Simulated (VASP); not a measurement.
# A VASP study of Te4Pt3 (PBEsol): structure first, properties next

How well does PBEsol reproduce what experiment finds for Te4Pt3? The cell is relaxed first, and properties follow on it. The steps: full relaxation (PBEsol), single point with fields (PBEsol), band structure (PBEsol), density of states (PBEsol), vibrations at Γ (PBEsol), core-level energies (PBEsol), bands along the symmetry lines (PBEsol + SOC) and total energy, forces and stress (PBEsol), changed input. The start is a cell from a database of measured crystal structures.

Main program and level: VASP 6.6.1; PBEsol; plane waves and PAW (Te, Pt), in the first sound run; inputs show where later runs differ.

Experimental background.

“Unveiling the Mechanisms Ruling the Efficient Hydrogen Evolution Reaction with Mitrofanovite Pt3Te4” (2021, pmc:8436201) reports for Pt3Te4, trigonal layered mitrofanovite, by synchrotron X-ray diffraction (self-flux-grown single crystal): lattice constant a (a, hexagonal setting) 3.99 Å [XRD details only in the Supporting Information; temperature not stated]; lattice constant c (c, hexagonal setting) 35.4 Å [XRD details only in the Supporting Information; temperature not stated].

Most raw output is cut from this account.

### Step 1. The structure

Before any relaxation, the start is as follows. It takes space group R-3m (No. 166, trigonal). The conventional cell has a = 3.988 Å, b = 3.988 Å, c = 35.390 Å, α = 90.00°, β = 90.00°, γ = 120.00°. Nearest to Te lie 3 Pt at 2.64 Å. Te has 3 Pt at 2.67 Å nearest. Nearest to Pt lie 6 Te at 2.67 Å. Nearest to Pt lie 3 Te at 2.64 Å and 3 Pt at 2.73 Å. Farther neighbours and most contacts between anions are not listed.

As a file:

```cif
data_structure
_symmetry_space_group_name_H-M 'P 1'
_symmetry_Int_Tables_number 1
_cell_length_a 3.9880
_cell_length_b 3.9880
_cell_length_c 12.0193
_cell_angle_alpha 99.550
_cell_angle_beta 90.000
_cell_angle_gamma 120.000
_cell_volume 162.48
loop_
_atom_site_label
_atom_site_type_symbol
_atom_site_fract_x
_atom_site_fract_y
_atom_site_fract_z
_atom_site_occupancy
Te1 Te 0.55700 0.11400 0.67100 1
Te2 Te 0.44300 0.88600 0.32900 1
Te3 Te 0.70500 0.41000 0.11500 1
Te4 Te 0.29500 0.59000 0.88500 1
Pt5 Pt 0.00000 0.00000 0.00000 1
Pt6 Pt 0.85400 0.70800 0.56200 1
Pt7 Pt 0.14600 0.29200 0.43800 1
```

### Step 2. Full relaxation (PBEsol)

Properties are meant for the cell that this level of theory prefers, so cell and atoms are relaxed first (ISIF = 3) until forces and stress are small; EDIFFG sets the threshold. PBEsol restores the gradient expansion of exchange and is tuned for the cells of solids.

Contents of INCAR:

```
SYSTEM = Te4Pt3
PREC = Accurate
ENCUT = 400
EDIFF = 1E-06
NELM = 100
ISMEAR = 0
SIGMA = 0.05
LREAL = .FALSE.
ALGO = Normal
GGA = PS
NBANDS = 34
LASPH = .TRUE.
LORBIT = 11
LWAVE = .FALSE.
LCHARG = .FALSE.
KPAR = 4
IBRION = 2
NSW = 60
ISIF = 3
EDIFFG = -0.01
```

Contents of POSCAR:

```
Te4Pt3
1.0
    3.9880000000      0.0000000000      0.0000000000
   -1.9940000000     -3.4537093103      0.0000000000
    0.0000000000      2.3024728735    -11.7966666667
Te Pt
4 3
Direct
    0.5570000000      0.1140000000      0.6710000000
    0.4430000000      0.8860000000      0.3290000000
    0.7050000000      0.4100000000      0.1150000000
    0.2950000000      0.5900000000      0.8850000000
    0.0000000000      0.0000000000      0.0000000000
    0.8540000000      0.7080000000      0.5620000000
    0.1460000000      0.2920000000      0.4380000000
```

Contents of KPOINTS:

```
Automatic mesh
0
Gamma
7 7 7
0 0 0
```

Potentials, in the order of the species: Te and Pt (PBE family, release 64).

Started as:

```
$ mpirun -np 4 vasp_std
```

Run time: 3 min. Hardware: 4 MPI ranks of Intel Xeon 6975P-C (Granite Rapids), shared host; peak memory 1.3 GiB.

The PAW data sets were made with PBE, which is usual practice but a small mismatch for other functionals. The run keeps the 12 symmetry operations of its start, so it cannot find a distortion of lower symmetry.

Step by step:

| step | energy less that of the first step (eV) | largest force (eV/Å) | pressure (GPa) | volume (Å³) |
| --- | --- | --- | --- | --- |
| 1 | 0.0000 | 0.6439 | -1.36 | 162.48 |
| 2 | -0.0125 | 0.4011 | 2.67 | 157.89 |
| 3 | -0.0252 | 0.3169 | 0.95 | 159.76 |
| 4 | -0.0502 | 0.1513 | 0.34 | 160.55 |
| 5 | -0.0530 | 0.2210 | 0.07 | 160.93 |
| 6 | -0.0562 | 0.0761 | -0.13 | 161.25 |
| 7 | -0.0565 | 0.0632 | -0.23 | 161.41 |
| 8 | -0.0561 | 0.0583 | 0.50 | 160.70 |
| 9 | -0.0570 | 0.0305 | 0.08 | 161.12 |
| 10 | -0.0573 | 0.0166 | 0.06 | 161.28 |
| 11 | -0.0575 | 0.0112 | 0.04 | 161.51 |
| 12 | -0.0575 | 0.0135 | 0.04 | 161.53 |
| 13 | -0.0574 | 0.0116 | -0.11 | 161.73 |
| 14 | -0.0575 | 0.0096 | -0.01 | 161.59 |

| conventional cell, symmetrised | before | after | change |
| --- | --- | --- | --- |
| a (Å) | 3.988 | 3.998 | +0.3 % |
| b (Å) | 3.988 | 3.998 | +0.3 % |
| c (Å) | 35.390 | 35.015 | -1.1 % |
| volume (Å³/atom) | 23.21 | 23.08 | -0.6 % |

The atoms that moved most (Å, as changes of fractional coordinates times the final cell):

| atom | dx | dy | dz | length |
| --- | --- | --- | --- | --- |
| Te2 | 0.000 | 0.000 | -0.073 | 0.073 |
| Te1 | 0.000 | 0.000 | 0.073 | 0.073 |
| Te3 | 0.000 | 0.000 | -0.023 | 0.023 |
| Te4 | 0.000 | 0.000 | 0.023 | 0.023 |
| Pt6 | 0.000 | 0.000 | 0.011 | 0.011 |
| Pt7 | 0.000 | 0.000 | -0.011 | 0.011 |

The relaxed structure:

```cif
data_structure
_symmetry_space_group_name_H-M 'P 1'
_symmetry_Int_Tables_number 1
_cell_length_a 3.9982
_cell_length_b 3.9982
_cell_length_c 11.8978
_cell_angle_alpha 99.673
_cell_angle_beta 90.000
_cell_angle_gamma 120.000
_cell_volume 161.59
loop_
_atom_site_label
_atom_site_type_symbol
_atom_site_fract_x
_atom_site_fract_y
_atom_site_fract_z
_atom_site_occupancy
Te1 Te 0.55492 0.10984 0.66475 1
Te2 Te 0.44508 0.89016 0.33525 1
Te3 Te 0.70566 0.41132 0.11698 1
Te4 Te 0.29434 0.58868 0.88302 1
Pt5 Pt 0.00000 0.00000 0.00000 1
Pt6 Pt 0.85368 0.70736 0.56104 1
Pt7 Pt 0.14632 0.29264 0.43896 1
```

Numbers from this step:

| Property | Result |
| --- | --- |
| electrons | 54 |
| bands | 34 |
| irreducible k-points | 44 |
| symmetry operations | 12 |
| free energy (TOTEN) | -37.72 eV |
| energy at zero smearing | -37.72 eV |
| Fermi energy | 8.545 eV |
| pressure | -0.01493 GPa |
| metallic | yes |
| SCF cycles over all ionic steps | 104 |

It ends with a largest force of 0.010 eV/Å and a pressure of -0.01 GPa. The volume lies -0.6 % from that of the database's start, which holds the thermal and zero-point expansion of its experiment.

### Step 3. Single point with fields (PBEsol)

The relaxed cell gets a fresh self-consistent run, on a basis set for its own volume, to fix the density and to check the remaining stress.

INCAR: that of step 2 with these lines changed.

```diff
@@ -14,7 +14,5 @@
 LWAVE = .FALSE.
-LCHARG = .FALSE.
-KPAR = 4
-IBRION = 2
-NSW = 60
-ISIF = 3
-EDIFFG = -0.01
+LCHARG = .TRUE.
+ISIF = 2
+LELF = .TRUE.
+LVHAR = .TRUE.
```

Contents of POSCAR:

```
Te4Pt3
1.0
    3.9982418325      0.0000000000      0.0000000000
   -1.9991209162     -3.4625789974      0.0000000000
    0.0000000000      2.3083859982    -11.6717272439
Te Pt
4 3
Direct
    0.5549177632      0.1098355263      0.6647532895
    0.4450822368      0.8901644737      0.3352467105
    0.7056606788      0.4113213575      0.1169820363
    0.2943393212      0.5886786425      0.8830179637
    0.0000000000      0.0000000000      0.0000000000
    0.8536784551      0.7073569102      0.5610353653
    0.1463215449      0.2926430898      0.4389646347
```

KPOINTS is that of step 2.

Started as:

```
$ mpirun -np 4 vasp_std
```

Wall time 23 s (4 MPI ranks); peak memory 0.73 GiB; 89 s of CPU time.

Numbers from this step:

- SCF cycles: 14
- bands: 36
- Fermi energy: 8.544 eV
- pressure: -8.09e-4 GPa

Valence electrons inside each PAW sphere by angular momentum. Sphere charges, by row:

| atom | s (e) | p (e) | d (e) | tot (e) |
| --- | --- | --- | --- | --- |
| Te1 | 1.395 | 1.842 | 0.091 | 3.328 |
| Te2 | 1.395 | 1.842 | 0.091 | 3.328 |
| Te3 | 1.394 | 1.86 | 0.074 | 3.327 |
| Te4 | 1.394 | 1.86 | 0.074 | 3.327 |
| Pt5 | 0.68 | 0.654 | 8.093 | 9.427 |
| Pt6 | 0.678 | 0.586 | 8.135 | 9.4 |
| Pt7 | 0.678 | 0.586 | 8.135 | 9.4 |

ELF in the ac plane of the conventional cell at fractional y = 0.000, with atoms of Te and Pt within 0.2 Å of it. It is the smooth field of the valence electrons, not physical close to the nuclei.

Values, 24 rows by 14 columns, each cell a mean:
```
0.22 0.23 0.28 0.36 0.43 0.48 0.50 0.49 0.49 0.47 0.41 0.33 0.26 0.22
0.07 0.08 0.10 0.17 0.28 0.39 0.47 0.49 0.44 0.35 0.23 0.14 0.09 0.07
0.28 0.27 0.27 0.32 0.43 0.54 0.60 0.61 0.58 0.50 0.37 0.28 0.26 0.27
0.07 0.11 0.22 0.33 0.32 0.30 0.28 0.27 0.29 0.31 0.33 0.30 0.17 0.08
0.19 0.19 0.20 0.25 0.31 0.36 0.40 0.41 0.39 0.34 0.29 0.23 0.20 0.19
0.13 0.12 0.14 0.23 0.39 0.52 0.61 0.63 0.58 0.47 0.31 0.18 0.13 0.12
0.80 0.80 0.77 0.67 0.48 0.27 0.15 0.13 0.19 0.35 0.57 0.73 0.79 0.80
0.59 0.63 0.66 0.62 0.50 0.37 0.30 0.29 0.32 0.42 0.56 0.64 0.65 0.62
0.07 0.09 0.14 0.26 0.41 0.52 0.58 0.60 0.56 0.48 0.34 0.20 0.11 0.08
0.45 0.41 0.36 0.31 0.32 0.38 0.44 0.46 0.42 0.35 0.30 0.32 0.38 0.43
0.72 0.78 0.82 0.78 0.59 0.36 0.21 0.19 0.26 0.45 0.69 0.81 0.81 0.75
0.41 0.42 0.41 0.38 0.33 0.31 0.33 0.34 0.32 0.32 0.35 0.40 0.42 0.42
0.49 0.49 0.49 0.45 0.37 0.32 0.32 0.33 0.32 0.33 0.40 0.47 0.49 0.49
0.75 0.79 0.82 0.76 0.57 0.33 0.19 0.16 0.23 0.42 0.67 0.80 0.82 0.77
0.34 0.31 0.27 0.26 0.33 0.43 0.51 0.53 0.49 0.40 0.30 0.26 0.29 0.33
0.11 0.12 0.16 0.26 0.38 0.48 0.54 0.55 0.52 0.44 0.33 0.21 0.14 0.12
0.62 0.68 0.71 0.68 0.54 0.38 0.29 0.27 0.32 0.44 0.61 0.70 0.70 0.65
0.78 0.77 0.72 0.60 0.42 0.26 0.18 0.16 0.20 0.32 0.50 0.66 0.74 0.78
0.08 0.08 0.12 0.24 0.41 0.55 0.63 0.65 0.61 0.50 0.34 0.18 0.10 0.08
0.22 0.21 0.23 0.26 0.30 0.33 0.36 0.37 0.35 0.32 0.28 0.24 0.22 0.21
0.08 0.11 0.22 0.34 0.34 0.33 0.32 0.31 0.33 0.34 0.35 0.30 0.17 0.09
0.25 0.24 0.23 0.28 0.40 0.51 0.58 0.59 0.55 0.47 0.35 0.26 0.23 0.24
0.10 0.10 0.13 0.20 0.32 0.43 0.51 0.52 0.48 0.39 0.27 0.16 0.11 0.10
0.21 0.20 0.27 0.36 0.41 0.44 0.44 0.43 0.44 0.43 0.39 0.32 0.23 0.19
```
Columns run along a (4.0 Å), rows up along c (35.0 Å), edges of the conventional cell, whose origin can differ from the input's. Atoms in or near the plane, at fractional coordinates: Te at (0.00, 0.45), Te at (0.00, 0.55), Te at (0.00, 0.29), Te at (0.00, 0.71), Pt at (0.00, 0.00), Pt at (0.00, 0.15), Pt at (0.00, 0.85).

Valence density in the ac plane of the conventional cell at fractional y = 0.000, with atoms of Te and Pt within 0.2 Å of it. It is the smooth field of the valence electrons, not physical close to the nuclei.

Ten steps, logarithmic in the rise over the least value, from '0' (0.0 e/Å³) to '9' (2.8 e/Å³), each cell a mean:
```
88765444445678
00012334332100
55444444444455
99875444446799
44444555554444
01123455443211
45553211234554
34555444445554
01234555543211
33322333332333
04654332345653
44444555544444
44554555554554
24554322235553
22223344332222
11234556554321
24555444445553
45543211224555
00123455543210
65544555554455
99875444446799
44333444443344
01123344332111
98765444445788
```
Columns run along a (4.0 Å), rows up along c (35.0 Å), edges of the conventional cell, whose origin can differ from the input's. Atoms in or near the plane, at fractional coordinates: Te at (0.00, 0.45), Te at (0.00, 0.55), Te at (0.00, 0.29), Te at (0.00, 0.71), Pt at (0.00, 0.00), Pt at (0.00, 0.15), Pt at (0.00, 0.85).

Electrostatic potential energy in the ac plane of the conventional cell at fractional y = 0.000, with atoms of Te and Pt within 0.2 Å of it. With pseudopotentials it is smooth inside the atoms' cores, unlike the true potential.

Ten even steps from '_' (-73 eV) to '@' (4 eV), each cell a mean:
```
++++##%%@@@@@@@@@@@@@@%%**++
@@@@@@@@@@@@@@@@@@@@@@@@@@@@
%%@@@@@@@@@@@@@@@@@@@@@@@@%%
..::==##@@@@@@@@@@@@%%**--..
@@@@@@@@@@@@@@@@@@@@@@@@@@@@
@@@@@@@@@@@@@@@@@@@@@@@@@@@@
--==++%%@@@@@@@@@@@@@@##==--
----++%%@@@@@@@@@@@@%%##==--
@@@@@@@@@@@@@@%%@@@@@@@@@@@@
@@@@@@@@@@@@@@@@@@@@@@@@@@@@
____::##@@@@@@@@@@@@%%++..__
####%%@@@@@@@@@@@@@@@@@@%%##
****##@@@@@@@@@@@@@@@@%%##**
__..--##@@@@@@@@@@@@%%++::..
@@@@@@@@@@@@@@@@@@@@@@@@@@@@
@@@@@@@@@@@@@@@@@@@@@@@@@@@@
::::==##@@@@@@@@@@@@%%**--::
==++**%%@@@@@@@@@@@@@@##**++
@@@@@@@@@@@@@@@@@@@@@@@@@@@@
%%%%@@@@@@@@@@@@@@@@@@@@@@%%
..::==##@@@@@@@@@@@@%%**--..
@@@@@@@@@@@@@@@@@@@@@@@@@@@@
@@@@@@@@@@@@@@@@@@@@@@@@@@@@
====**%%@@@@@@@@@@@@@@##++==
```
Columns run along a (4.0 Å; values clipped at the 3rd and 97th percentile), rows up along c (35.0 Å), edges of the conventional cell, whose origin can differ from the input's. Atoms in or near the plane, at fractional coordinates: Te at (0.00, 0.45), Te at (0.00, 0.55), Te at (0.00, 0.29), Te at (0.00, 0.71), Pt at (0.00, 0.00), Pt at (0.00, 0.15), Pt at (0.00, 0.85).

In this run the pressure is 0.00 GPa, small enough to go on.

### Step 4. Band structure (PBEsol)

The mesh alone shows little of the dispersion and can miss band extrema, so KPOINTS_OPT adds a path through the symmetry points after the self-consistent cycle.

Contents of INCAR:

```
SYSTEM = Te4Pt3
PREC = Accurate
ENCUT = 400
EDIFF = 1E-06
NELM = 100
ISMEAR = 0
SIGMA = 0.05
LREAL = .FALSE.
ALGO = Normal
GGA = PS
NBANDS = 45
LASPH = .TRUE.
LORBIT = 11
LWAVE = .FALSE.
LCHARG = .FALSE.
KPAR = 4
```

POSCAR is that of step 3.

KPOINTS is that of step 3.

Contents of KPOINTS_OPT:

```
Line mode
12
Line-mode
Reciprocal
  0.00000000   0.00000000   0.00000000 GAMMA
  0.50000000   0.00000000   0.00000000 L

  0.50000000   0.00000000   0.00000000 L
  0.32681412   0.34637176  -0.17318588 B1

  0.32681412   0.32681412   0.17318588 B
  0.00000000   0.00000000   0.50000000 Z

  0.00000000   0.00000000   0.50000000 Z
  0.00000000   0.00000000   0.00000000 GAMMA

  0.00000000   0.00000000   0.00000000 GAMMA
  0.33659294   0.33659294  -0.33659294 X

  0.32681412   0.33659294   0.00000000 Q
  0.00000000   0.50000000   0.00000000 F

  0.00000000   0.50000000   0.00000000 F
  0.00000000   0.49022118   0.17318588 P1

  0.00000000   0.49022118   0.17318588 P1
  0.00000000   0.00000000   0.50000000 Z

  0.50000000   0.00000000   0.00000000 L
  0.49022118   0.00000000   0.33659294 P
```

Started as:

```
$ mpirun -np 4 vasp_std
```

Run time: 59 s. Hardware: 4 MPI ranks; peak memory 1.7 GiB.

Spin-orbit coupling is off here; with elements this heavy it splits and shifts levels by tenths of an eV or more. The cell is typed on its shortest vectors, so the axes of tensors and the coordinates of k-points follow the printed cell and not the standard setting.

This step gave:

```
bands    : 45
pressure : 0.004798 GPa
```

The electronic bands at the labelled points (eV, zero at the Fermi level; # counts the bands kept):

```csv
point,#20,#21,#22,#23,#24,#25,#26,#27
Γ,-0.62,0.60,0.60,1.27,2.01,2.01,2.22,2.22
0.45 of the way,-1.24,-1.09,0.13,0.16,0.68,1.21,1.62,2.36
L,-2.40,-1.76,-1.68,-0.88,-0.57,0.85,1.66,1.81
0.55 of the way,-2.13,-1.90,-1.64,-0.89,-0.74,0.91,1.36,1.38
B1,-2.05,-1.93,-1.32,-1.13,-0.84,0.53,1.19,2.02
jump to B,-2.05,-1.93,-1.32,-1.13,-0.84,0.53,1.19,2.02
0.45 of the way,-1.71,-1.25,-1.01,-0.68,0.92,1.04,1.33,2.32
Z,-0.64,0.12,0.82,0.82,1.43,1.43,2.68,2.68
0.45 of the way,-0.63,0.66,0.71,0.71,1.64,1.64,2.54,2.54
Γ,-0.62,0.60,0.60,1.27,2.01,2.01,2.22,2.22
0.45 of the way,-1.53,-0.86,-0.15,-0.05,0.26,0.89,1.42,2.38
X,-2.08,-1.91,-1.38,-1.01,-0.95,0.55,1.22,2.00
jump to Q,-2.08,-1.91,-1.38,-1.01,-0.95,0.55,1.22,2.00
0.55 of the way,-2.10,-1.94,-1.73,-1.06,-0.77,1.30,1.52,1.94
F,-2.22,-1.75,-1.60,-1.42,0.11,0.90,1.33,2.63
0.55 of the way,-2.23,-1.75,-1.57,-1.43,0.08,0.93,1.26,2.63
P1,-2.26,-1.75,-1.51,-1.47,0.02,1.00,1.14,2.53
0.55 of the way,-1.17,-0.39,-0.18,0.06,0.82,1.27,1.69,2.39
Z,-0.64,0.12,0.82,0.82,1.43,1.43,2.68,2.68
jump to L,-2.40,-1.76,-1.68,-0.88,-0.57,0.85,1.66,1.81
0.45 of the way,-2.38,-1.75,-1.62,-1.15,-0.32,0.92,1.35,2.15
P,-2.26,-1.75,-1.51,-1.47,0.02,1.00,1.14,2.53
```

Of the projections kept (Te, Pt), the largest for each band there; the rest of the weight can lie on other orbitals:

```csv
point,#20,#21,#22,#23,#24,#25,#26,#27
Γ,Te 0.86,Te 0.63,Te 0.63,Te 0.81,Te 0.59,Te 0.59,Te 0.50,Te 0.50
L,Pt 0.81,Pt 0.97,Pt 0.51,Te 0.53,Te 0.53,Pt 0.65,Te 0.58,Pt 0.61
B1,Pt 0.83,Pt 0.78,Pt 0.73,Pt 0.78,Pt 0.68,Pt 0.71,Te 0.52,Pt 0.51
B,Pt 0.83,Pt 0.78,Pt 0.73,Pt 0.78,Pt 0.68,Pt 0.71,Te 0.52,Pt 0.51
Z,Te 0.84,Te 0.62,Te 0.65,Te 0.65,Te 0.56,Te 0.56,Te 0.53,Te 0.53
Γ,Te 0.86,Te 0.63,Te 0.63,Te 0.81,Te 0.59,Te 0.59,Te 0.50,Te 0.50
```

There is no gap at this level.

### Step 5. Density of states (PBEsol)

A density of states needs more k-points than a total energy; ISMEAR = -5 takes tetrahedra, and LORBIT projects the states on the PAW spheres. The mesh is finer than in the run before.

INCAR: that of step 4 with these lines changed.

```diff
@@ -5,3 +5,3 @@
 NELM = 100
-ISMEAR = 0
+ISMEAR = -5
 SIGMA = 0.05
@@ -16 +16,2 @@
 KPAR = 4
+NEDOS = 2001
```

POSCAR is that of step 4.

Contents of KPOINTS:

```
Automatic mesh
0
Gamma
10 10 10
0 0 0
```

Started as:

```
$ mpirun -np 4 vasp_std
```

It took 63 s on 4 MPI ranks; peak memory 2.2 GiB; 4.1 min of CPU time.

With tetrahedra the forces and stress of a metal are not exact derivatives of the energy.

Numbers from this step:

```yaml
irreducible_k_points: 116
fermi_energy: 8.505 eV
pressure: -0.02027 GPa
dos_at_the_fermi_level: 2.273 states/eV/cell
```

The density of states has structure finer than the step of the table below, so its rows give means over 0.5 eV, whole bins alone (the curve runs from -12.0 to 2.25 eV). Peaks (eV: height): total -4.27: 12.4, -3.65: 12.0, -3.38: 11.7, -3.24: 12.3; Pt d -3.65: 7.88, -3.38: 7.84, -3.24: 9.41, -1.87: 7.27; Te p -6.40: 1.80, -5.17: 1.98, 1.43: 1.66, 2.18: 1.66; Pt p -4.27: 0.392, -2.21: 0.428, -1.80: 0.457, -0.98: 0.444; Pt s -6.40: 1.91, -5.10: 0.391, -4.34: 0.478, -3.17: 0.479.

States under -12.0 eV and over 2.3 eV are left out. Table of density of states by energy, zero at the Fermi level; means over each step; values in states/eV/cell:

```
energy (eV)  total    Pt d    Te p     Pt p    Pt s     Te s     Te d
      -11.5   5.14   0.332  0.0370    0.129  0.0851     3.33  0.00205
      -11.0   1.70  0.0951  0.0123   0.0399  0.0300     1.12   7.8e-4
      -10.5      0       0       0        0       0        0        0
      -10.0      0       0       0        0       0        0        0
       -9.5      0       0       0        0       0        0        0
       -9.0      0       0       0        0       0        0        0
       -8.5      0       0       0        0       0        0        0
       -8.0      0       0       0        0       0        0        0
       -7.5      0       0       0        0       0        0        0
       -7.0  0.336  0.0459  0.0774  0.00330  0.0694  0.00459  0.00122
       -6.5   5.11   0.824    1.09   0.0994    1.08    0.113   0.0205
       -6.0   5.22    1.71    1.13   0.0995   0.425   0.0794   0.0191
       -5.5   7.25    3.51    1.42    0.139   0.211   0.0745   0.0381
       -5.0   9.18    4.95    1.52    0.205   0.309    0.117   0.0647
       -4.5   7.29    4.12   0.973    0.204   0.261    0.118   0.0574
       -4.0   8.91    5.45    1.05    0.283   0.190    0.111   0.0702
       -3.5   8.41    5.57   0.868    0.243   0.123   0.0883   0.0617
       -3.0   6.94    4.61   0.639    0.163   0.218   0.0964   0.0537
       -2.5   8.73    5.49    1.03    0.295   0.173   0.0801   0.0585
       -2.0   9.39    6.03    1.09    0.363   0.137   0.0949   0.0734
       -1.5   6.38    3.25    1.14    0.344   0.152    0.101   0.0501
       -1.0   4.46    1.40    1.26    0.400  0.0650   0.0840   0.0376
       -0.5   3.35   0.857    1.05    0.328  0.0501   0.0735   0.0331
        0.0   2.40   0.630   0.733    0.234  0.0313   0.0568   0.0285
        0.5   1.99   0.545   0.619    0.156  0.0220   0.0537   0.0266
        1.0   4.30    1.42    1.18    0.155  0.0842    0.150   0.0828
        1.5   3.95    1.16    1.29    0.137  0.0638   0.0868   0.0777
        2.0   3.48    1.14    1.19   0.0950  0.0484   0.0506   0.0546
```

The finer mesh and the other smearing move the Fermi level by -0.04 eV from the 7×7×7 run, a small shift, which tests the Fermi level alone. Of the states within 0.3 eV of the Fermi level, the largest shares in the PAW spheres are Te p 31 %, Pt d 26 % and Pt p 10 %. The rest lies in smaller channels or between the spheres.

[end of part 1 of 2]

[Lines on the potential files, build, host, timing and source positions are cut from VASP's logs without a mark.]

[Logs are printed without paths, hosts, clocks, repeated set-up lines and the standing remarks that a program may print on its own settings, such as how far it seeks lower states.]

[Hosts, paths, dates, database ids (printed as entryN), source tags and the programs' standing remarks are cut or masked in the printed files.]

[A measured line is paired with the nearest computed mode of its activity, which favours agreement.]
